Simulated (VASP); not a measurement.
Method: vdW-DF2, VASP's PBE PAW potentials (set 64) (plane waves; VASP).

VASP input:

**POSCAR**
```
KBr
1
    0.0000000000     3.4077154256     3.4077154256
    3.4077154256     0.0000000000     3.4077154256
    3.4077154256     3.4077154256     0.0000000000
K Br
1 1
Direct
  0.0000000000   0.0000000000   0.0000000000
  0.5000000000   0.5000000000   0.5000000000
```

### INCAR
```
! general
SYSTEM   = KBr
PREC     = Accurate
ENCUT    = 520
LREAL    = .FALSE.   ! projection in real space or not
LASPH    = .TRUE.   ! aspherical one-centre terms

! electronic loop
EDIFF    = 1E-7   ! SCF stop (eV)
NELM     = 100   ! most electronic steps
ALGO     = Normal
LMAXMIX  = 4

! smearing
ISMEAR   = 0
SIGMA    = 0.05   ! width (eV)

! functional
GGA      = ML
LUSE_VDW = .TRUE.
AGGAC    = 0.0
ZAB_VDW  = -1.8867

! ions
ISIF     = 2

! output
LWAVE    = .FALSE.
LCHARG   = .FALSE.
```

**KPOINTS**
```
Automatic mesh
0
Gamma
7 7 7
0 0 0
```

POTCAR, in this order: K_sv Br (PBE.64 set). Program: vasp_std.

What VASP printed:

### OSZICAR
```
       N       E                     dE             d eps       ncg     rms          rms(c)
DAV:   1     0.104490262899E+03    0.10449E+03   -0.68806E+03   480   0.116E+03
DAV:   2     0.400267153415E+01   -0.10049E+03   -0.94347E+02   596   0.262E+02
DAV:   3    -0.269190247555E+01   -0.66946E+01   -0.66626E+01   620   0.623E+01
DAV:   4    -0.299829827311E+01   -0.30640E+00   -0.30613E+00   856   0.115E+01
DAV:   5    -0.300010430997E+01   -0.18060E-02   -0.18060E-02   628   0.100E+00    0.357E+00
DAV:   6    -0.276429301573E+01    0.23581E+00   -0.39086E-01   592   0.322E+00    0.251E+00
DAV:   7    -0.272216431619E+01    0.42129E-01   -0.13395E-01   600   0.237E+00    0.119E+00
DAV:   8    -0.271651600704E+01    0.56483E-02   -0.21211E-02   624   0.125E+00    0.104E-01
DAV:   9    -0.271642243813E+01    0.93569E-04   -0.71931E-04   684   0.198E-01    0.642E-02
DAV:  10    -0.271640334229E+01    0.19096E-04   -0.22690E-04   588   0.155E-01    0.970E-03
DAV:  11    -0.271640476368E+01   -0.14214E-05   -0.11452E-05   780   0.263E-02    0.421E-03
DAV:  12    -0.271640585317E+01   -0.10895E-05   -0.14398E-06   608   0.128E-02    0.891E-04
DAV:  13    -0.271640580204E+01    0.51123E-07   -0.46625E-08   484   0.246E-03
   1 F= -.27164058E+01 E0= -.27164058E+01  d E =-.226581E-19
```

OUTCAR:
```
------------------------ aborting loop because EDIFF is reached ----------------------------------------
  FORCE on cell =-STRESS in cart. coord.  units (eV):
  Direction    XX          YY          ZZ          XY          YZ          ZX
  --------------------------------------------------------------------------------------
  Total       -0.3981473     -0.3981473     -0.3981473      0.0000000      0.0000000     -0.0000000
  in kB       -8.0599875     -8.0599875     -8.0599875      0.0000000      0.0000000     -0.0000000
  external PRESSURE =      -8.0599875 kB  Pullay stress =       0.0000000 kB
  volume of cell :       79.14
      direct lattice vectors                 reciprocal lattice vectors
     0.000000000  3.407715426  3.407715426    -0.146725867  0.146725867  0.146725867
     3.407715426  0.000000000  3.407715426     0.146725867 -0.146725867  0.146725867
     3.407715426  3.407715426  0.000000000     0.146725867  0.146725867 -0.146725867
  FREE ENERGIE OF THE ION-ELECTRON SYSTEM (eV)
  ---------------------------------------------------
  free  energy   TOTEN  =        -2.7164058020 eV

  energy  without entropy=       -2.7164058020  energy(sigma->0) =       -2.71640580
```
(Selected blocks of OUTCAR.)

The compound is KBr in the rock salt structure. This cell is one point of a volume scan, at 1.06 of the reference volume.
